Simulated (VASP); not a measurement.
**Mg (relaxed from the bcc structure, space group Im-3m): computed properties**

Calculation: r2SCAN meta-GGA, VASP's PBE PAW potentials (set 64) (plane waves; VASP).

```json
{
  "space_group": "Im-3m (229)",
  "cell": "a = b = c = 3.551 Å, α = β = γ = 90.00°",
  "volume_per_atom": "22.38 Å³/atom",
  "band gap (over mesh and band path)": "none (metal, semimetal or under 0.01 eV)",
  "density": "1.80 g/cm³"
}
```

```xyz
1
Lattice="-1.7753 1.7753 1.7753 1.7753 -1.7753 1.7753 1.7753 1.7753 -1.7753" Properties=species:S:1:pos:R:3 pbc="T T T"
Mg     0.0000     0.0000     0.0000
```

The structure was generated: Mg was put into the bcc type (Im-3m), which need not be its known phase. It was relaxed first. Symmetry was kept, so distortions that lower it aren't found.
